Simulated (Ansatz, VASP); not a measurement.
# Si15O28F4 (fluorine-doped silica glass) in two plane-wave programs, part 2 of 2

Wanted: the spread between two codes on one cell, functional and k mesh. Of the first pair: The structure shown is the start of the Ansatz relaxation below; VASP solves that cell, so the two are compared at the walk's first step.

VASP 6.6.1 and Ansatz 0.2.0.

So far: Starting point; Ansatz: relaxation, PBE.

### 3. VASP: single point, PBE, start cell, pair 1

Level of this step: PBE; plane waves and PAW (Si, F, O) (VASP).

The same cell, functional, mesh and smearing now go to VASP, with its own data sets.

Lines of VASP's logs that name or quote its potential files are left out, and so is its time.

Input file INCAR:

```
SYSTEM = Si15O28F4
PREC = Accurate
ENCUT = 520
EDIFF = 1E-06
NELM = 120
ISMEAR = -1
SIGMA = 0.05
LREAL = Auto
ALGO = Normal
GGA = PE
NBANDS = 160
LORBIT = 11
LWAVE = .FALSE.
LCHARG = .FALSE.
ISIF = 2
LASPH = .TRUE.
GGA_COMPAT = .FALSE.
EFERMI = MIDGAP
KPAR = 8
```

Input file POSCAR:

```
Si15O28F4
1.0
    8.5992310000      0.0000000000      0.0000000000
    0.0000000000      8.5992310000      0.0000000000
    0.0000000000      0.0000000000      8.5992310000
Si F O
15 4 28
Direct
    0.7652929663      0.3423770102      0.9456549080
    0.2701179908      0.3185859294      0.3450449232
    0.9360149762      0.0819530258      0.0826309934
    0.1422250431      0.8148059984      0.1463609944
    0.3507569456      0.8950629423      0.8686639538
    0.6850149740      0.9137999665      0.2685020323
    0.5330869702      0.6521240097      0.6737350119
    0.4364040226      0.2038390410      0.0276159578
    0.8087809247      0.6295109412      0.1320190143
    0.0656020288      0.6012339941      0.6563749712
    0.9190599718      0.3981970016      0.3825679296
    0.3035249315      0.3664889337      0.7186039077
    0.3352549780      0.6682669648      0.4139970190
    0.7815619792      0.1733879460      0.6150289485
    0.0119569994      0.9371069343      0.7549349471
    0.7995419590      0.8556769786      0.4083880291
    0.5249710119      0.9843559267      0.3132099835
    0.6040219178      0.0958499661      0.6225949739
    0.7108529821      0.6265889357      0.6828919935
    0.3422289737      0.2735079451      0.8755359636
    0.3557899538      0.2441319462      0.1948510280
    0.0023849807      0.7560659785      0.7252489205
    0.4488519962      0.4896149435      0.7055589040
    0.9275239844      0.9819239651      0.9208869956
    0.4730689291      0.7892159194      0.7811489190
    0.4999270284      0.7026759718      0.4930100145
    0.7755259744      0.5251639362      0.9832148944
    0.9810319086      0.5086959520      0.5195749480
    0.2279939916      0.6735649967      0.5682089480
    0.9156709478      0.2561280189      0.0262000172
    0.2421670031      0.7917269579      0.9891239112
    0.6110889450      0.2727479934      0.0235110558
    0.0824740026      0.9962639683      0.1596699751
    0.7904080028      0.0407850423      0.1932249523
    0.8165180119      0.5007850121      0.2690830145
    0.9783549250      0.7145129605      0.1387269397
    0.3331759549      0.4967889571      0.3419959296
    0.2022479685      0.9756729410      0.7706099534
    0.4384939770      0.0225470161      0.9750728873
    0.6789850162      0.7645639476      0.1642339879
    0.9099599720      0.0425529911      0.6407869494
    0.0837979582      0.3282059756      0.3234319441
    0.2928429298      0.2927609457      0.5426909685
    0.1465690362      0.4690229859      0.7558570063
    0.8163489270      0.2633140103      0.4621679543
    0.2488889995      0.7693189077      0.2874630301
    0.7709859172      0.2860239480      0.7655210100
```

Input file KPOINTS:

```
Automatic mesh
0
Gamma
2 2 2
0 0 0
```

The projector-augmented-wave data sets are Si, F and O (PBE family, release 64).

Command:

```bash
$ mpirun -np 8 vasp_std
```

Numbers of over 12 decimals in the logs are rounded to 6 here.

The log of the run:

```text
[banner, memory and clock lines left out]
running    8 mpi-ranks, on    1 nodes
[...]
|                                                                             |
|           W    W    AA    RRRRR   N    N  II  N    N   GGGG   !!!           |
|           W    W   A  A   R    R  NN   N  II  NN   N  G    G  !!!           |
|           W    W  A    A  R    R  N N  N  II  N N  N  G       !!!           |
|           W WW W  AAAAAA  RRRRR   N  N N  II  N  N N  G  GGG   !            |
|           WW  WW  A    A  R   R   N   NN  II  N   NN  G    G                |
|           W    W  A    A  R    R  N    N  II  N    N   GGGG   !!!           |
|                                                                             |
|     For optimal performance we recommend to set                             |
|       NCORE = 2 up to number-of-cores-per-socket                            |
|     NCORE specifies how many cores store one orbital (NPAR=cpu/NCORE).      |
|     This setting can greatly improve the performance of VASP for DFT.       |
|     The default, NCORE=1 might be grossly inefficient on modern             |
|     multi-core architectures or massively parallel machines. Do your        |
|     Unfortunately you need to use the default for GW and RPA                |
|     calculations (for HF NCORE is supported but not extensively tested      |
|     yet).                                                                   |
|                                                                             |

 LDA part: xc-table for (Slater+PW92), standard interpolation
 POSCAR, INCAR and KPOINTS ok, starting setup
[...]
entering main loop
       N       E                     dE             d eps       ncg     rms          rms(c)
DAV:   1     0.176691977072E+04    0.17669E+04   -0.13528E+05  2560   0.148E+03
DAV:   2    -0.255630744803E+03   -0.20226E+04   -0.19732E+04  3104   0.349E+02
DAV:   3    -0.400213600495E+03   -0.14458E+03   -0.14379E+03  3024   0.996E+01
DAV:   4    -0.402616040004E+03   -0.24024E+01   -0.23949E+01  3032   0.137E+01
[...]
DAV:  15    -0.353486990656E+03    0.31524E-05   -0.32672E-05  2872   0.216E-02    0.190E-02
DAV:  16    -0.353486989073E+03    0.15825E-05   -0.69133E-06  3040   0.139E-02    0.662E-03
DAV:  17    -0.353486989104E+03   -0.30686E-07   -0.86081E-06  2776   0.115E-02
   1 F= -.35348699E+03 E0= -.35348699E+03  d E =-.898516E-20
```

OUTCAR, selected parts (step 3):

```text
  Total        9.4394788     31.5715450     18.9807031      1.8718728     -5.5363157      3.9147873
  in kB       23.7837182     79.5476897     47.8237946      4.7163723    -13.9493053      9.8637012
  external PRESSURE =      50.3850675 kB  Pullay stress =       0.0000000 kB

 POSITION                                       TOTAL-FORCE (eV/Angst)
 -----------------------------------------------------------------------------------
      6.58093      2.94418      8.13191         0.523374     -1.361136     -0.572378
      2.32281      2.73959      2.96712         0.184676      2.330901      2.216760
      8.04901      0.70473      0.71056        -0.394960     -2.297413     -1.287826
      1.22303      7.00671      1.25859        -1.670819      0.332163     -1.354885
      3.01624      7.69685      7.46984        -3.070317      0.542390      0.843098
      5.89060      7.85798      2.30891         2.182579     -0.685798      1.854618
      4.58414      5.60777      5.79360        -1.852097     -0.598822     -1.611848
      3.75274      1.75286      0.23748        -0.546419      0.454446     -1.476433
      6.95489      5.41331      1.13526         1.496187      0.918731      1.328241
      0.56413      5.17015      5.64432         3.322152     -0.048901     -3.561957
      7.90321      3.42419      3.28979         1.211181      0.574181      1.288738
      2.61008      3.15152      6.17944         0.489702      1.294023     -0.601815
      2.88293      5.74658      3.56006        -1.630586     -1.505985      1.546238
      6.72083      1.49100      5.28878        -2.165587     -0.997886      2.663900
[...]
-----------------------------------------------------------------------------------
    total drift:                               -0.004121     -0.007597     -0.002083

  FREE ENERGIE OF THE ION-ELECTRON SYSTEM (eV)
  ---------------------------------------------------
  free  energy   TOTEN  =      -353.4869891039 eV

  energy  without entropy=     -353.4869891039  energy(sigma->0) =     -353.48698910

[... 3 further parts left out ...]
[key lines of the parts left out:]
E-fermi :   3.2879
```

The run ends at a pressure of 5.04 GPa, with forces up to 4.9 eV/Å.

### 4. Comparison

Known differences besides the potentials themselves: the cutoff is 420 eV in Ansatz and 520 eV in VASP (PREC = Accurate, projectors in real space). Total energies have different zeros and are not compared.

Forces on 10 of the 47 atoms, those with the largest forces and the largest differences (eV/Å; atoms numbered as in POSCAR):

| atom | Ansatz x, y, z | VASP x, y, z |
| --- | --- | --- |
| Si2 | 0.165, 2.384, 2.247 | 0.185, 2.331, 2.217 |
| Si5 | -3.125, 0.553, 0.852 | -3.070, 0.542, 0.843 |
| Si6 | 2.126, -0.680, 1.997 | 2.183, -0.686, 1.855 |
| Si7 | -1.677, -0.653, -1.632 | -1.852, -0.599, -1.612 |
| Si10 | 3.382, -0.089, -3.572 | 3.322, -0.049, -3.562 |
| Si14 | -2.269, -1.047, 2.693 | -2.166, -0.998, 2.664 |
| Si15 | 1.178, 1.463, 2.473 | 1.151, 1.439, 2.439 |
| F17 | -0.783, 0.157, 0.353 | -0.985, 0.245, 0.414 |
| F19 | 1.341, 0.059, 0.352 | 1.584, 0.024, 0.365 |
| O40 | -0.957, -2.356, -1.758 | -0.949, -2.371, -1.761 |

The forces differ by 44 meV/Å r.m.s., which is 3.7 % of the r.m.s. force of 1.183 eV/Å (both taken over all components).

### 5. Ansatz: relaxation, PBE

This run makes the geometry at which the two programs are then compared. The cell compared in this pair holds 711.90 Å³, against 635.89 Å³ for the pair before.

The structure compared here is the end of the Ansatz relaxation.

Input file input.yaml:

```yaml
crystal:
  lattice:
    - [8.5992305163, 0.0, 0.0]
    - [0.0, 8.5992305163, 0.0]
    - [0.0, 0.0, 8.5992305163]
  atoms:
    - { symbol: Si, position: [0.765293, 0.342377, 0.945655] }
    - { symbol: Si, position: [0.270118, 0.318586, 0.345045] }
    - { symbol: Si, position: [0.936015, 0.081953, 0.082631] }
    - { symbol: Si, position: [0.142225, 0.814806, 0.146361] }
    - { symbol: Si, position: [0.350757, 0.895063, 0.868664] }
    - { symbol: Si, position: [0.685015, 0.9138, 0.268502] }
    - { symbol: Si, position: [0.533087, 0.652124, 0.673735] }
    - { symbol: Si, position: [0.436404, 0.203839, 0.027616] }
    - { symbol: Si, position: [0.808781, 0.629511, 0.132019] }
    - { symbol: Si, position: [0.065602, 0.601234, 0.656375] }
    - { symbol: Si, position: [0.91906, 0.398197, 0.382568] }
    - { symbol: Si, position: [0.303525, 0.366489, 0.718604] }
    - { symbol: Si, position: [0.335255, 0.668267, 0.413997] }
    - { symbol: Si, position: [0.781562, 0.173388, 0.615029] }
    - { symbol: Si, position: [0.011957, 0.937107, 0.754935] }
    - { symbol: F, position: [0.799542, 0.855677, 0.408388] }
    - { symbol: F, position: [0.524971, 0.984356, 0.31321] }
    - { symbol: F, position: [0.604022, 0.09585, 0.622595] }
    - { symbol: F, position: [0.710853, 0.626589, 0.682892] }
    - { symbol: O, position: [0.342229, 0.273508, 0.875536] }
    - { symbol: O, position: [0.35579, 0.244132, 0.194851] }
    - { symbol: O, position: [0.002385, 0.756066, 0.725249] }
    - { symbol: O, position: [0.448852, 0.489615, 0.705559] }
    - { symbol: O, position: [0.927524, 0.981924, 0.920887] }
    - { symbol: O, position: [0.473069, 0.789216, 0.781149] }
    - { symbol: O, position: [0.499927, 0.702676, 0.49301] }
    - { symbol: O, position: [0.775526, 0.525164, 0.983215] }
    - { symbol: O, position: [0.981032, 0.508696, 0.519575] }
    - { symbol: O, position: [0.227994, 0.673565, 0.568209] }
    - { symbol: O, position: [0.915671, 0.256128, 0.0262] }
    - { symbol: O, position: [0.242167, 0.791727, 0.989124] }
    - { symbol: O, position: [0.611089, 0.272748, 0.023511] }
    - { symbol: O, position: [0.082474, 0.996264, 0.15967] }
    - { symbol: O, position: [0.790408, 0.040785, 0.193225] }
    - { symbol: O, position: [0.816518, 0.500785, 0.269083] }
    - { symbol: O, position: [0.978355, 0.714513, 0.138727] }
    - { symbol: O, position: [0.333176, 0.496789, 0.341996] }
    - { symbol: O, position: [0.202248, 0.975673, 0.77061] }
    - { symbol: O, position: [0.438494, 0.022547, 0.975073] }
    - { symbol: O, position: [0.678985, 0.764564, 0.164234] }
    - { symbol: O, position: [0.90996, 0.042553, 0.640787] }
    - { symbol: O, position: [0.083798, 0.328206, 0.323432] }
    - { symbol: O, position: [0.292843, 0.292761, 0.542691] }
    - { symbol: O, position: [0.146569, 0.469023, 0.755857] }
    - { symbol: O, position: [0.816349, 0.263314, 0.462168] }
    - { symbol: O, position: [0.248889, 0.769319, 0.287463] }
    - { symbol: O, position: [0.770986, 0.286024, 0.765521] }
  symmetry: { detect: false }
kpoints:
  mp_grid: { grid: [2, 2, 2] }
scf:
  occupations: { method: fermi_dirac, width: 0.05 }
hamiltonian:
  xc: pbe
  pseudopotentials: { kind: paw, azcp: { folder: soft_1 } }
output:
  forces: true
  stress: true
relax:
  f_tol: 0.04
  max_steps: 100
  escape_saddle: false
  cell: { stress_tol: 0.4, fix: [] }
```

Command:

```bash
$ ansatz run input.yaml --threads 4 --pin off --max-ram 16384MiB --backend cpu --events-out ev --progress --plain --runs-dir out
```

The log of the run:

```text
[...]
Crystal: 47 atoms, lattice volume = 635.885 Å³
Basis set: ecut = 420 eV, 12533 PW (Γ), exchange–correlation on 120×120×120 points (8 copies of the dense FFT grid, shifted against one another)
Bands: 175, of which v1, the nominal top of the filled ones, is band 128 counted from 1 (127 counted from 0)
Symmetry: 1 space group operations
k-points: 8
[...]
- { symbol: O, position: [0.435594, 0.868608, 0.807991] }
    - { symbol: O, position: [0.454624, 0.770535, 0.510299] }
    - { symbol: O, position: [0.857079, 0.451027, 0.970182] }
[...]
- { symbol: O, position: [0.174875, 0.504890, 0.774727] }
    - { symbol: O, position: [0.875899, 0.231586, 0.457628] }
    - { symbol: O, position: [0.233942, 0.829669, 0.311936] }
    - { symbol: O, position: [0.801867, 0.226312, 0.769953] }
[key lines of the parts left out:]
SCF converged after 4 iterations
Free energy (F): -28708.778565 eV
Fermi energy:    3.438374 eV
P = ⅓ Tr σ = 0.0350 GPa (0.350 kbar)
```

### 6. VASP: single point, PBE, relaxed cell, pair 2

The same cell, functional, mesh and smearing now go to VASP, with its own data sets.

Edit INCAR of step 3 so:

```diff
@@ -2,3 +2,3 @@
 PREC = Accurate
-ENCUT = 520
+ENCUT = 600
 EDIFF = 1E-06
```

Input file POSCAR:

```
Si15O28F4
1.0
    9.1347616490     -0.2181139459     -0.0451818682
   -0.2181139459      9.2768559802     -0.2629566551
   -0.0451818682     -0.2629566551      8.4132152735
Si F O
15 4 28
Direct
    0.7838288739      0.2858462203      0.9547363055
    0.2988713008      0.3930213558      0.3520174233
    0.8864886721      0.0187701550      0.0857771389
    0.1208904548      0.8222229873      0.1624484279
    0.3007256052      0.9479557426      0.8926868422
    0.6768056981      0.8047257900      0.2170967219
    0.5035805534      0.7444796226      0.6925264237
    0.4339366983      0.2566035591      0.0223499074
    0.8743768227      0.5630418460      0.1276219441
    0.0733865893      0.5999128311      0.6628185926
    0.9565173008      0.3835396483      0.4119610362
    0.3377293071      0.4462054106      0.7287495455
    0.3087879166      0.7091216931      0.4118879136
    0.8172842369      0.1340359816      0.6005087134
    0.0002288349      0.9149727925      0.7526335255
    0.7297148212      0.7936520289      0.3955069707
    0.5041822179      0.7982226240      0.1958818440
    0.6561518192      0.0746575790      0.5495571383
    0.6759522526      0.7634137733      0.7117427673
    0.3722784550      0.3413221936      0.8714623022
    0.3794513360      0.3026917634      0.2051505230
    0.9936351926      0.7384161236      0.7410900008
    0.4591301250      0.5816054268      0.7412178614
    0.9018900715      0.9476088130      0.9081538034
    0.4355944432      0.8686076896      0.8079905776
    0.4546240809      0.7705346974      0.5102988439
    0.8570785355      0.4510266318      0.9701817378
    0.9534647666      0.4891216542      0.5734587216
    0.1859162068      0.6674490418      0.5388502921
    0.8813233972      0.1923274016      0.0741046246
    0.2204249779      0.8329960190      0.0055880768
    0.6132097400      0.2742305176      0.0128969835
    0.0210134200      0.9637668607      0.1921871159
    0.7314515753      0.9600431002      0.1577350989
    0.8626854969      0.4635425950      0.2803425730
    0.0229621099      0.6689412682      0.1412003328
    0.3404572869      0.5598902697      0.3087126819
    0.1699314860      0.9840146999      0.7672245120
    0.3704734565      0.0901888236      0.9913472297
    0.7348794053      0.6658075847      0.1168093598
    0.9231306336      0.9978503401      0.6103435644
    0.1211880046      0.3567736462      0.3437993311
    0.3451335824      0.3718814740      0.5425330891
    0.1748748237      0.5048903586      0.7747273612
    0.8758990345      0.2315863785      0.4576282848
    0.2339423771      0.8296685087      0.3119358037
    0.8018670034      0.2263124777      0.7699531309
```

KPOINTS is that of step 3.

Command:

```bash
$ mpirun -np 8 vasp_std
```

The log of the run:

```text
[banner, memory and clock lines left out]
running    8 mpi-ranks, on    1 nodes
[...]
[... a notice as in an earlier step ...]

 LDA part: xc-table for (Slater+PW92), standard interpolation
 POSCAR, INCAR and KPOINTS ok, starting setup
[...]
entering main loop
       N       E                     dE             d eps       ncg     rms          rms(c)
DAV:   1     0.197109391704E+04    0.19711E+04   -0.14250E+05  2560   0.163E+03
DAV:   2    -0.221599312732E+03   -0.21927E+04   -0.21380E+04  3104   0.362E+02
DAV:   3    -0.400967990415E+03   -0.17937E+03   -0.17847E+03  3032   0.109E+02
DAV:   4    -0.404258523705E+03   -0.32905E+01   -0.32786E+01  3056   0.158E+01
[...]
DAV:  15    -0.357955142252E+03    0.30177E-04   -0.27714E-05  2976   0.290E-02    0.103E-02
DAV:  16    -0.357955139340E+03    0.29123E-05   -0.17712E-05  3168   0.203E-02    0.625E-03
DAV:  17    -0.357955139407E+03   -0.67750E-07   -0.67875E-06  3048   0.965E-03
   1 F= -.35795514E+03 E0= -.35795514E+03  d E =0.000000E+00
```

OUTCAR, selected parts (step 6):

```text
  Total        0.3498904     -0.3262201     -0.8764905     -0.2526174     -0.1815908      0.2873755
  in kB        0.7874561     -0.7341842     -1.9726112     -0.5685354     -0.4086844      0.6467612
  external PRESSURE =      -0.6397798 kB  Pullay stress =       0.0000000 kB

 POSITION                                       TOTAL-FORCE (eV/Angst)
 -----------------------------------------------------------------------------------
      7.05461      2.22974      7.92182        -0.012735      0.017354     -0.024474
      2.62849      3.48825      2.84475         0.030452     -0.068735     -0.028811
      8.08989     -0.04178      0.67667        -0.015051      0.034318      0.007778
      0.91763      7.55856      1.14504         0.012072     -0.014414      0.010516
      2.49996      8.49372      7.24751         0.064361      0.014124      0.018488
      5.99713      7.26062      1.58429         0.065953      0.026876     -0.153971
      4.40642      6.61449      5.60786        -0.128620     -0.000830      0.005069
      3.90693      2.27995      0.10095        -0.005561      0.005867      0.033964
      7.85865      4.99899      0.88615         0.004700     -0.013439     -0.025927
      0.50957      5.37501      5.41537        -0.052749      0.013631      0.032643
      8.63529      3.24108      3.32185        -0.037076     -0.040983     -0.024480
      2.95483      3.87409      5.99853         0.040713     -0.058427      0.040568
      2.64742      6.40276      3.26488         0.023916      0.049328     -0.026660
      7.40933      0.90726      4.98004         0.146191      0.060640      0.021927
[...]
-----------------------------------------------------------------------------------
    total drift:                                0.002197     -0.002462     -0.006214

  FREE ENERGIE OF THE ION-ELECTRON SYSTEM (eV)
  ---------------------------------------------------
  free  energy   TOTEN  =      -357.9551394073 eV

  energy  without entropy=     -357.9551394073  energy(sigma->0) =     -357.95513941

[... 1 part as in an earlier step ...]

[... 2 further parts left out ...]
[key lines of the parts left out:]
E-fermi :   2.1779
```

The run ends at a pressure of -0.06 GPa, with forces up to 0.21 eV/Å.

### 7. Differences

What differs besides the data sets and the points named for the pairs above, as far as they apply: the cutoff is 420 eV in Ansatz and 600 eV in VASP (PREC = Accurate, projectors in real space); Ansatz's pressure holds a Pulay correction, VASP's none. Total energies have different zeros and are not compared.

Compared:

| quantity | Ansatz | VASP | difference |
| --- | --- | --- | --- |
| pressure (GPa) | 0.04 | -0.06 | +0.10 |
| gap on the k mesh (eV) | 5.400 | 5.394 | +0.006 |

Forces on 7 of the 47 atoms, those with the largest forces and the largest differences (eV/Å; atoms numbered as in POSCAR):

| atom | Ansatz x, y, z | VASP x, y, z |
| --- | --- | --- |
| Si6 | -0.011, -0.002, 0.004 | 0.066, 0.027, -0.154 |
| Si7 | 0.001, -0.007, -0.001 | -0.129, -0.001, 0.005 |
| Si14 | -0.005, 0.004, 0.003 | 0.146, 0.061, 0.022 |
| F16 | -0.001, -0.002, 0.001 | 0.060, -0.025, 0.198 |
| F17 | 0.004, 0.000, -0.001 | -0.189, -0.005, -0.014 |
| F18 | 0.002, 0.001, 0.001 | -0.180, -0.062, -0.048 |
| F19 | 0.000, 0.003, 0.003 | 0.204, 0.020, 0.023 |

The forces differ by 44 meV/Å r.m.s., where the r.m.s. force is 0.004 eV/Å in Ansatz and 0.044 eV/Å in VASP: the atoms lie near their places of rest in Ansatz, so a percentage would say little (all taken over all components). A gap on the mesh is an upper bound, since the band edges may lie between its points.

### 8. Outcome

- r.m.s. force difference (single point, PBE, start cell, pair 1): 3.7 % of the r.m.s. force
- r.m.s. force difference (single point, PBE, relaxed cell, pair 2): 44 meV/Å

The r.m.s. force difference is 44 meV/Å (single point, PBE, relaxed cell, pair 2), beyond the 12 meV/Å picked in this series as the mark of a large difference. What causes the difference of the single point, PBE, start cell, pair 1 pair stays open here. What causes the difference of the single point, PBE, relaxed cell, pair 2 pair stays open here. How closely two codes agree says nothing of how well the functional describes the real material.

[Lines on the potential files, build, host, timing and source positions are cut from VASP's logs without a mark.]

[Logs are printed without paths, hosts, clocks, repeated set-up lines and the standing remarks that a program may print on its own settings, such as how far it seeks lower states.]

[Hosts, paths, dates, database ids (printed as entryN), source tags and the programs' standing remarks are cut or masked in the printed files.]
